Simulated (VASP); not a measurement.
Here is a VASP 6.6.1 calculation.

Contents of INCAR:

```
SYSTEM = Zr3AlN4
  PREC = Accurate
  ENCUT = 520
  EDIFF = 1E-7
  ISMEAR = -1
  SIGMA = 0.05
  LREAL = .FALSE.
  LASPH = .TRUE.
  NELM = 100
  ALGO = Normal
  ISIF = 2
  LWAVE = .FALSE.
  LCHARG = .FALSE.
  GGA = PE
  NBANDS = 40
```

Contents of KPOINTS:

```
Automatic mesh
0
G
  8 8 3
  0 0 0
```

POSCAR

```
Zr3AlN4
1.0
    3.2149150000      0.0000000000      0.0000000000
    0.0000000000      3.2149150000      0.0000000000
    0.0000000000      0.0000000000      8.9764450000
Zr Al N
3 1 4
Direct
    0.4916240000      0.5100730000      0.2449840000
    0.0044340000      0.0040120000      0.4984180000
    0.5085150000      0.4877870000      0.7571070000
   -0.0003580000      0.0051150000     -0.0012410000
    0.4811360000      0.5149690000      0.5040810000
   -0.0031430000     -0.0022570000      0.7733810000
    0.5131700000      0.4888950000     -0.0026680000
    0.0058430000     -0.0206570000      0.2210880000
```

Potentials or basis: VASP PAW PBE potentials, release 64 (Zr_sv, Al, N).

Launch:

```console
$ cat potpaw_PBE.64/Zr_sv/POTCAR potpaw_PBE.64/Al/POTCAR potpaw_PBE.64/N/POTCAR > POTCAR
$ mpirun -np 1 vasp_std > vasp.out
```

(1) Estimate the largest force.

(2) What does it give for the pressure?

(3) Estimate the band gap on the k mesh.

Results:

(1) 1.173 eV/Å.

(2) -1.7 GPa.

(3) none (metal or under the smearing width).
